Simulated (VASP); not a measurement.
# TiO2 (I4_1/amd) in VASP: settings compared

One crystal, TiO2, is run at these levels: PBE, LDA; tasks: dielectric tensor, band structure.

All numbers are computed with VASP 6.6.1; they aren't measurements. Logs are shortened: lines on timing, memory, paths and dates and some standing lists are left out, and cuts for length are marked.

### Step 1. The crystal as given

It takes space group I4_1/amd (No. 141, tetragonal). The conventional cell has a = 3.802 Å, b = 3.802 Å, c = 9.708 Å, α = 90.00°, β = 90.00°, γ = 90.00°. Around Ti (site symmetry -4m2) lie 6 O at 1.95 to 2.00 Å. O (site symmetry 2mm) has 3 Ti at 1.95 to 2.00 Å as nearest neighbours.

The cell is a database's computed one.

### Step 2. Dielectric tensor, PBE

Input file INCAR:

```
SYSTEM = TiO2
PREC = Accurate ; ENCUT = 450
EDIFF = 1E-8 ; ISMEAR = 0
SIGMA = 0.02 ; LREAL = .False.
LASPH = .True. ; NELM = 120
ALGO = Normal ; ISIF = 2
LWAVE = .False. ; LCHARG = .False.
GGA = PE ; LEPSILON = .True.
IBRION = 8 ; KPAR = 4
```

Input file KPOINTS:

```
regular mesh
0
Gamma
  12 12 12
  0 0 0
```

Input file POSCAR:

```
TiO2                                    
1.0
   -1.9009072460      1.9009072460      4.8540041656
    1.9009072460     -1.9009072460      4.8540041656
    1.9009072460      1.9009072460     -4.8540041656
  Ti              O             
     2     4
Direct
     0.0000000000000000    0.0000000000000000    0.0000000000000000
     0.7500000000000000    0.2500000000000000    0.5000000000000000
     0.9564960053127507    0.4564960053127507    0.5000000000000000
     0.2064960053127507    0.2064960053127507    0.0000000000000000
     0.5435039946872493    0.0435039946872493    0.5000000000000000
     0.7935039946872493    0.7935039946872493    0.0000000000000000
```

Potentials or basis: VASP PAW PBE potentials, release 64 (Ti_sv, O).

Started as:

```console
cat potpaw_PBE.64/Ti_sv/POTCAR potpaw_PBE.64/O/POTCAR > POTCAR
mpirun -np 4 vasp_std > vasp.out
```

OUTCAR:

```text
SYSTEM = TiO2
   PREC = Accurate
   ENCUT = 450
   EDIFF = 1E-8
   ISMEAR = 0
   LREAL = .False.
   LASPH = .True.
   NELM = 120
   ISIF = 2
   GGA = PE
   LEPSILON = .True.
   IBRION = 8

 ion  position               nearest neighbor table
   1  0.000  0.000  0.000-   5 1.95   3 1.95   5 1.95   3 1.95   4 2.00   6 2.00
   2  0.750  0.250  0.500-   6 1.95   4 1.95   6 1.95   4 1.95   3 2.00   5 2.00
   3  0.956  0.456  0.500-   1 1.95   1 1.95   2 2.00
   4  0.206  0.206  0.000-   2 1.95   2 1.95   1 2.00
   5  0.544  0.044  0.500-   1 1.95   1 1.95   2 2.00
   6  0.794  0.794  0.000-   2 1.95   2 1.95   1 2.00

  LATTYP: Found a body centered tetragonal cell.
 ALAT       =     3.8018144920
 C/A-ratio  =     2.5535197342

  Lattice vectors:

 A1 = (  -1.9009072460,   1.9009072460,   4.8540041656)
 A2 = (   1.9009072460,  -1.9009072460,   4.8540041656)
 A3 = (   1.9009072460,   1.9009072460,  -4.8540041656)

Analysis of symmetry for initial positions (statically):
=====================================================================
 Subroutine PRICEL returns:
 Original cell was already a primitive cell.

 Routine SETGRP: Setting up the symmetry group for a
 body centered tetragonal supercell.

[... 1082 lines left out ...]
  1Z     0.000000    0.000000  -15.088444    0.000000    0.000000    8.572381    0.000000    0.000000    2.102381    0.000000    0.000000    1.155651    0.000000    0.000000    2.102381    0.000000    0.000000    1.155651
  2X    -0.457491    0.000000    0.000000   -2.968287    0.000000    0.000000    0.631788    0.000000    0.000000    0.389574    0.000000    0.000000    0.582034    0.000000    0.000000    1.822381    0.000000    0.000000
  2Y     0.000000   -0.457491    0.000000    0.000000   -2.968287    0.000000    0.000000    0.582034    0.000000    0.000000    1.822381    0.000000    0.000000    0.631788    0.000000    0.000000    0.389574    0.000000
  2Z     0.000000    0.000000    8.572381    0.000000    0.000000  -15.088444    0.000000    0.000000    1.155651    0.000000    0.000000    2.102381    0.000000    0.000000    1.155651    0.000000    0.000000    2.102381
  3X     1.827244    0.000000    0.000000    0.620750    0.000000    0.000000  -13.562407    0.000000    0.000000    0.551286    0.000000    0.000000    3.172015    0.000000    0.000000    7.391113    0.000000    0.000000
  3Y     0.000000    0.380076    0.000000    0.000000    0.582329    0.000000    0.000000   -3.403423    0.000000    0.000000    0.551600    0.000000    0.000000    3.176239    0.000000    0.000000   -1.286821    0.000000
  3Z     0.000000    0.000000    2.064365    0.000000    0.000000    1.162818    0.000000    0.000000  -11.685931    0.000000    0.000000    2.882761    0.000000    0.000000    3.416989    0.000000    0.000000    2.158998
  4X     0.582329    0.000000    0.000000    0.380076    0.000000    0.000000    0.551600    0.000000    0.000000   -3.403423    0.000000    0.000000   -1.286821    0.000000    0.000000    3.176239    0.000000    0.000000
  4Y     0.000000    0.620750    0.000000    0.000000    1.827244    0.000000    0.000000    0.551286    0.000000    0.000000  -13.562407    0.000000    0.000000    7.391113    0.000000    0.000000    3.172015    0.000000
  4Z     0.000000    0.000000    1.162818    0.000000    0.000000    2.064365    0.000000    0.000000    2.882761    0.000000    0.000000  -11.685931    0.000000    0.000000    2.158998    0.000000    0.000000    3.416989
  5X     0.380076    0.000000    0.000000    0.582329    0.000000    0.000000    3.176239    0.000000    0.000000   -1.286821    0.000000    0.000000   -3.403423    0.000000    0.000000    0.551600    0.000000    0.000000
  5Y     0.000000    1.827244    0.000000    0.000000    0.620750    0.000000    0.000000    3.172015    0.000000    0.000000    7.391113    0.000000    0.000000  -13.562407    0.000000    0.000000    0.551286    0.000000
  5Z     0.000000    0.000000    2.064365    0.000000    0.000000    1.162818    0.000000    0.000000    3.416989    0.000000    0.000000    2.158998    0.000000    0.000000  -11.685931    0.000000    0.000000    2.882761
  6X     0.620750    0.000000    0.000000    1.827244    0.000000    0.000000    7.391113    0.000000    0.000000    3.172015    0.000000    0.000000    0.551286    0.000000    0.000000  -13.562407    0.000000    0.000000
  6Y     0.000000    0.582329    0.000000    0.000000    0.380076    0.000000    0.000000   -1.286821    0.000000    0.000000    3.176239    0.000000    0.000000    0.551600    0.000000    0.000000   -3.403423    0.000000
  6Z     0.000000    0.000000    1.162818    0.000000    0.000000    2.064365    0.000000    0.000000    2.158998    0.000000    0.000000    3.416989    0.000000    0.000000    2.882761    0.000000    0.000000  -11.685931

 Eigenvectors and eigenvalues of the dynamical matrix
 ----------------------------------------------------

   1 f  =   18.052868 THz   113.429516 2PiTHz  602.178861 cm-1    74.660630 meV
             X         Y         Z           dx          dy          dz
      0.000000  0.000000  0.000000    -0.005810   -0.023493   -0.000000
      0.000000  1.900907  2.427002     0.005810    0.023493    0.000000
      0.000000  1.900907  4.431667     0.168105   -0.092893    0.000000
      0.000000  0.000000  2.004665     0.022974   -0.679705    0.000000
      0.000000  1.900907  0.422337    -0.022974    0.679705   -0.000000
      0.000000  0.000000  7.703343    -0.168105    0.092893   -0.000000
[... 145 lines left out ...]
  18 f/i=    0.021198 THz     0.133194 2PiTHz    0.707105 cm-1     0.087670 meV
             X         Y         Z           dx          dy          dz
      0.000000  0.000000  0.000000     0.000000    0.000000   -0.546403
      0.000000  1.900907  2.427002     0.000000    0.000000   -0.546403
      0.000000  1.900907  4.431667     0.000000    0.000000   -0.317367
      0.000000  0.000000  2.004665     0.000000    0.000000   -0.317367
      0.000000  1.900907  0.422337     0.000000    0.000000   -0.317367
      0.000000  0.000000  7.703343     0.000000    0.000000   -0.317367

--------------------------------------------------------------------------------------------------------

 MACROSCOPIC STATIC DIELECTRIC TENSOR IONIC CONTRIBUTION
 ------------------------------------------------------
          65.923145     0.000000     0.000000
           0.000000    65.923145     0.000000
           0.000000     0.000000    26.396566
 ------------------------------------------------------

 ELASTIC MODULI CONTR FROM IONIC RELAXATION (kBar)
 Direction    XX          YY          ZZ          XY          YZ          ZX
 --------------------------------------------------------------------------------
 XX       -1103.0443   1100.9361     42.6739      0.0000     -0.0000     -0.0000
 YY        1100.9361  -1103.0443     42.6739      0.0000      0.0000      0.0000
 ZZ          42.6739     42.6739  -1727.6007      0.0000      0.0000     -0.0000
 XY           0.0000      0.0000      0.0000      0.0000      0.0000      0.0000
 YZ          -0.0000      0.0000      0.0000      0.0000   -457.5687     -0.0000
 ZX          -0.0000      0.0000     -0.0000      0.0000     -0.0000   -606.2106
 --------------------------------------------------------------------------------

 PIEZOELECTRIC TENSOR IONIC CONTR  for field in x, y, z        (C/m^2)
          XX          YY          ZZ          XY          YZ          ZX
  --------------------------------------------------------------------------------
  x     0.00000    -0.00000    -0.00000     0.00000     0.00000     0.00000
  y     0.00000    -0.00000    -0.00000     0.00000     0.00000     0.00000
  z    -0.00000     0.00000     0.00000     0.00000     0.00000    -0.00000
```

stdout:

```text
POSCAR found type information on POSCAR TiO
 POSCAR found :  2 types and       6 ions
 scaLAPACK will be used
 LDA part: xc-table for (Slater+PW92), standard interpolation
 POSCAR, INCAR and KPOINTS ok, starting setup
 FFT: planning ... GRIDC
 FFT: planning ... GRID_SOFT
 FFT: planning ... GRID
 WAVECAR not read
[... 36 lines left out ...]
 first order change of Fermi-energy  -0.18851E-02
 force on displaced ion       3 direction 1 : -13.562   0.000   0.001
 Born effective charge ion    3 direction 1 :  -5.466   0.000  -0.000
 Linear response progress:
 first order change of Fermi-energy   0.12965E-03
 force on displaced ion       3 direction 2 :   0.000  -3.403  -0.000
 Born effective charge ion    3 direction 2 :   0.000  -1.110  -0.000
 Linear response progress:
 first order change of Fermi-energy  -0.12406E+01
 force on displaced ion       3 direction 3 :  -0.000  -0.000 -11.686
 Born effective charge ion    3 direction 3 :   0.000   0.000  -2.881
 Born effective charges drift removed
 Linear response finished
```

It took 55 min on 4 MPI ranks of Intel Xeon 6975P-C (Granite Rapids), shared host; peak memory 1.7 GiB.

Results:

| Item | Value |
| --- | --- |
| Band gap on the k mesh | 2.10 eV, indirect (least direct gap 2.41 eV) |
| Electronic dielectric tensor (diagonal) | 6.89, 6.89, 6.35 |
| Born charges (mean of the diagonal) | Ti +6.31; O -3.15 e |
| Highest phonon frequency at Γ, LO-TO splitting left out | 602 cm⁻¹ |

Levels at points of the mesh, in eV from the valence-band top:
```tsv
k point	band 20	band 21	band 22	band 23	band 24	band 25	band 26	band 27	band 28
(0.00, 0.00, 0.00)	-0.80	-0.80	-0.79	-0.42	-0.42	2.10	2.76	3.94	3.95
(0.50, 0.00, 0.00)	-1.90	-1.88	-0.88	-0.86	-0.64	3.17	3.44	3.49	3.50
(0.50, 0.50, 0.00)	-2.57	-1.98	-1.98	-0.05	-0.05	3.19	3.19	3.66	3.66
(0.50, 0.50, 0.50)	-1.33	-1.24	-1.24	-0.10	-0.10	2.42	2.42	3.67	3.67
```

Phonon frequencies in cm⁻¹ (negative: imaginary):
```
              q point                                                         frequencies
(0.000, 0.000, 0.000)  -1 0 0 118 118 173 173 215 215 303 364 398 398 477 494 519 602 602
```

Electronic dielectric tensor:
```
6.89 0.00 0.00
0.00 6.89 0.00
0.00 0.00 6.35
```

Born effective charge tensors (e):
atom 1, Ti
```
6.58 0.00 0.00
0.00 6.58 0.00
0.00 0.00 5.77
```
atom 2, Ti
```
6.58 0.00 0.00
0.00 6.58 0.00
0.00 0.00 5.77
```
atom 3, O
```
-5.47  0.00  0.00
 0.00 -1.11  0.00
 0.00  0.00 -2.88
```
atom 4, O
```
-1.11  0.00  0.00
 0.00 -5.47  0.00
 0.00  0.00 -2.88
```
atom 5, O
```
-1.11  0.00  0.00
 0.00 -5.47  0.00
 0.00  0.00 -2.88
```
atom 6, O
```
-5.47  0.00  0.00
 0.00 -1.11  0.00
 0.00  0.00 -2.88
```

 A hybrid or GW would open this gap; PBE tends to underestimate it.

### Step 3. Band structure, LDA

Input file INCAR:

```
SYSTEM = TiO2
PREC = Accurate ; ENCUT = 450
EDIFF = 1E-6 ; ISMEAR = 0
SIGMA = 0.02 ; LREAL = .FALSE.
LASPH = .TRUE. ; NELM = 120
ALGO = Normal ; ISIF = 2
LWAVE = .FALSE. ; LCHARG = .FALSE.
LMAXMIX = 4 ; NBANDS = 33
KPAR = 4
```

Input file KPOINTS:

```
Automatic mesh
0
G
  12 12 12
  0 0 0
```

POSCAR is that of step 2.

Input file KPOINTS_OPT:

```
path GXYSGZS1NPY1Z,XP
20
line-mode
reciprocal
 0.0000000000  0.0000000000  0.0000000000  G
 0.0000000000  0.0000000000  0.5000000000  X

 0.0000000000  0.0000000000  0.5000000000  X
-0.0773813750  0.0773813750  0.5000000000  Y

-0.0773813750  0.0773813750  0.5000000000  Y
-0.2886906875  0.2886906875  0.2886906875  S

-0.2886906875  0.2886906875  0.2886906875  S
 0.0000000000  0.0000000000  0.0000000000  G

 0.0000000000  0.0000000000  0.0000000000  G
 0.5000000000  0.5000000000 -0.5000000000  Z

 0.5000000000  0.5000000000 -0.5000000000  Z
 0.2886906875  0.7113093125 -0.2886906875  S1

 0.2886906875  0.7113093125 -0.2886906875  S1
 0.0000000000  0.5000000000  0.0000000000  N

 0.0000000000  0.5000000000  0.0000000000  N
 0.2500000000  0.2500000000  0.2500000000  P

 0.2500000000  0.2500000000  0.2500000000  P
 0.5000000000  0.5000000000 -0.0773813750  Y1

 0.5000000000  0.5000000000 -0.0773813750  Y1
 0.5000000000  0.5000000000 -0.5000000000  Z

 0.0000000000  0.0000000000  0.5000000000  X
 0.2500000000  0.2500000000  0.2500000000  P
```

Potentials or basis: VASP PAW LDA potentials, release 64 (Ti_sv, O).

Started as:

```console
cat potpaw_LDA.64/Ti_sv/POTCAR potpaw_LDA.64/O/POTCAR > POTCAR
mpirun -np 4 vasp_std > vasp.out
```

Wall time 2.4 min (4 MPI ranks of Intel Xeon 6975P-C (Granite Rapids), shared host); peak memory 0.5 GiB.

It converged, with:

```
Free energy             : -58.7302 eV
Largest force           : 0.196 eV/Å
Band gap on the k mesh  : 2.00 eV, indirect (least direct gap 2.31 eV)
Band gap along the path : 1.99 eV, indirect (least direct gap 2.31 eV)
```

Forces in eV/Å, atoms in the order of the input:
```
Ti   0.000  0.000  0.000
Ti   0.000  0.000  0.000
O    0.000  0.000 -0.196
O    0.000  0.000 -0.196
O    0.000  0.000  0.196
O    0.000  0.000  0.196
```

Levels at the corners of the path, in eV from the valence-band top:
```
point  band 22  band 23  band 24  band 25  band 26  band 27
    Γ    -0.79    -0.43    -0.43     1.99     2.69     3.88
    X    -2.03    -0.06    -0.06     3.13     3.13     3.62
    X    -2.03    -0.06    -0.06     3.13     3.13     3.62
    Y    -1.87    -0.09    -0.09     3.10     3.10     3.57
    Y    -1.87    -0.09    -0.09     3.10     3.10     3.57
    S    -0.91    -0.86    -0.84     3.08     3.32     3.40
    S    -0.91    -0.86    -0.84     3.08     3.32     3.40
    Γ    -0.79    -0.43    -0.43     1.99     2.69     3.88
    Γ    -0.79    -0.43    -0.43     1.99     2.69     3.88
    Z    -1.26    -0.11    -0.11     2.33     2.33     3.61
    Z    -1.26    -0.11    -0.11     2.33     2.33     3.61
   S1    -0.91    -0.86    -0.84     3.08     3.32     3.40
   S1    -0.91    -0.86    -0.84     3.08     3.32     3.40
    N    -0.91    -0.87    -0.65     3.09     3.39     3.42
    N    -0.91    -0.87    -0.65     3.09     3.39     3.42
    P    -1.58    -0.26    -0.26     3.37     3.37     3.40
    P    -1.58    -0.26    -0.26     3.37     3.37     3.40
   Y1    -1.87    -0.09    -0.09     3.10     3.10     3.57
   Y1    -1.87    -0.09    -0.09     3.10     3.10     3.57
    Z    -1.26    -0.11    -0.11     2.33     2.33     3.61
    X    -2.03    -0.06    -0.06     3.13     3.13     3.62
    P    -1.58    -0.26    -0.26     3.37     3.37     3.40
```

### Step 4. Band structure, PBE

Edit INCAR of step 3 so:

```diff
@@ -7,3 +7,3 @@
 LWAVE = .FALSE. ; LCHARG = .FALSE.
-LMAXMIX = 4 ; NBANDS = 33
-KPAR = 4
+LMAXMIX = 4 ; GGA = PE
+NBANDS = 33 ; KPAR = 4
```

KPOINTS is that of step 3.

POSCAR is that of step 3.

KPOINTS_OPT is that of step 3.

Potentials or basis: VASP PAW PBE potentials, release 64 (Ti_sv, O).

Started as:

```console
cat potpaw_PBE.64/Ti_sv/POTCAR potpaw_PBE.64/O/POTCAR > POTCAR
mpirun -np 4 vasp_std > vasp.out
```

Wall time 2.4 min (4 MPI ranks of Intel Xeon 6975P-C (Granite Rapids), shared host); peak memory 0.53 GiB.

The run converged. Its results:

| Property | Result |
| --- | --- |
| Free energy | -53.8766 eV |
| Largest force | 0.004 eV/Å |
| Band gap on the k mesh | 2.10 eV, indirect (least direct gap 2.41 eV) |
| Band gap along the path | 2.10 eV, indirect (least direct gap 2.40 eV) |

Forces in eV/Å, atoms in the order of the input:
```
Ti   0.000  0.000  0.000
Ti   0.000  0.000  0.000
O    0.000  0.000  0.004
O    0.000  0.000  0.004
O    0.000  0.000 -0.004
O    0.000  0.000 -0.004
```

Levels at the corners of the path, in eV from the valence-band top:
```tsv
point	band 20	band 21	band 22	band 23	band 24	band 25	band 26	band 27	band 28	band 29
Γ	-0.80	-0.80	-0.79	-0.42	-0.42	2.10	2.76	3.94	3.94	3.95
X	-2.57	-1.98	-1.98	-0.05	-0.05	3.19	3.19	3.66	3.66	4.75
X	-2.57	-1.98	-1.98	-0.05	-0.05	3.19	3.19	3.66	3.66	4.75
Y	-2.68	-1.82	-1.82	-0.09	-0.09	3.17	3.17	3.61	3.61	4.65
Y	-2.68	-1.82	-1.82	-0.09	-0.09	3.17	3.17	3.61	3.61	4.65
S	-1.80	-1.17	-0.90	-0.83	-0.83	3.16	3.39	3.45	3.46	4.14
S	-1.80	-1.17	-0.90	-0.83	-0.83	3.16	3.39	3.45	3.46	4.14
Γ	-0.80	-0.80	-0.79	-0.42	-0.42	2.10	2.76	3.94	3.94	3.95
Γ	-0.80	-0.80	-0.79	-0.42	-0.42	2.10	2.76	3.94	3.94	3.95
Z	-1.33	-1.24	-1.24	-0.11	-0.11	2.42	2.42	3.67	3.67	4.23
Z	-1.33	-1.24	-1.24	-0.11	-0.11	2.42	2.42	3.67	3.67	4.23
S1	-1.80	-1.17	-0.90	-0.83	-0.83	3.16	3.39	3.45	3.46	4.14
S1	-1.80	-1.17	-0.90	-0.83	-0.83	3.16	3.39	3.45	3.46	4.14
N	-1.90	-1.88	-0.88	-0.86	-0.65	3.17	3.44	3.49	3.50	4.18
N	-1.90	-1.88	-0.88	-0.86	-0.65	3.17	3.44	3.49	3.50	4.18
P	-2.86	-1.55	-1.55	-0.24	-0.24	3.42	3.42	3.46	3.46	4.74
P	-2.86	-1.55	-1.55	-0.24	-0.24	3.42	3.42	3.46	3.46	4.74
Y1	-2.68	-1.82	-1.82	-0.09	-0.09	3.17	3.17	3.61	3.61	4.65
Y1	-2.68	-1.82	-1.82	-0.09	-0.09	3.17	3.17	3.61	3.61	4.65
Z	-1.33	-1.24	-1.24	-0.11	-0.11	2.42	2.42	3.67	3.67	4.23
X	-2.57	-1.98	-1.98	-0.05	-0.05	3.19	3.19	3.66	3.66	4.75
P	-2.86	-1.55	-1.55	-0.24	-0.24	3.42	3.42	3.46	3.46	4.74
```

 PBE gaps usually lie below the measured ones, often by a third to a half.

### Step 5. The runs side by side

```tsv
task	level	potentials or basis	gap on the mesh (eV)
dielectric tensor	PBE	VASP PAW PBE potentials, release 64 (Ti_sv, O)	2.10
band structure	LDA	VASP PAW LDA potentials, release 64 (Ti_sv, O)	2.00
band structure	PBE	VASP PAW PBE potentials, release 64 (Ti_sv, O)	2.10
```

Alike in all rows: no spin polarisation; cell as given; k mesh 12 × 12 × 12; cutoff (eV) 450; smearing gaussian 0.02 eV.

Absolute energies hang on the potentials; compare differences alone.
